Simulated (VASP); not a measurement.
Sn:

```
Sn
1.0
     0.00000    3.23334    3.23334
     3.23334    0.00000    3.23334
     3.23334    3.23334    0.00000
Sn
2
Direct
  0.00000 0.00000 0.00000
  0.25000 0.25000 0.25000
```

This isn't the form of Sn at room conditions, which is tetragonal (white tin).

* Program: VASP 6.6.1
* Task: relaxation of cell and atoms
* Functional: PBEsol
* Potentials or basis: VASP PAW PBE potentials, release 64 (Sn_d)
* Cutoff: 600 eV
* k mesh: 10 × 10 × 10
* Occupations: gaussian, width 0.03 eV
* Spin: no spin polarisation

At the start: pressure 1.5 GPa; volume 33.80 Å³/atom.

Q: Where does the relaxation end?

A: Over 3 steps the energy falls by 4.9 meV/atom and the volume is 34.92 Å³/atom (+3.3 %); space group Fd-3m (No. 227, to 0.05 Å).

Step by step:
```
step  energy change (eV)  largest force (eV/Å)  pressure (GPa)  volume (Å³)
   1              0.0000                0.0000            1.47        67.61
   2             -0.0086                0.0000           -0.46        70.69
   3             -0.0099                0.0000            0.00        69.84
```

Final structure:
```cif
data_structure
_symmetry_space_group_name_H-M 'P 1'
_symmetry_Int_Tables_number 1
_cell_length_a 4.6225
_cell_length_b 4.6225
_cell_length_c 4.6225
_cell_angle_alpha 60.000
_cell_angle_beta 60.000
_cell_angle_gamma 60.000
_cell_volume 69.84
loop_
_atom_site_label
_atom_site_type_symbol
_atom_site_fract_x
_atom_site_fract_y
_atom_site_fract_z
_atom_site_occupancy
Sn1 Sn 0.00000 0.00000 0.00000 1
Sn2 Sn 0.25000 0.25000 0.25000 1
```

Caveat: the PAW data sets were made with another functional, which shifts forces and pressure a little.
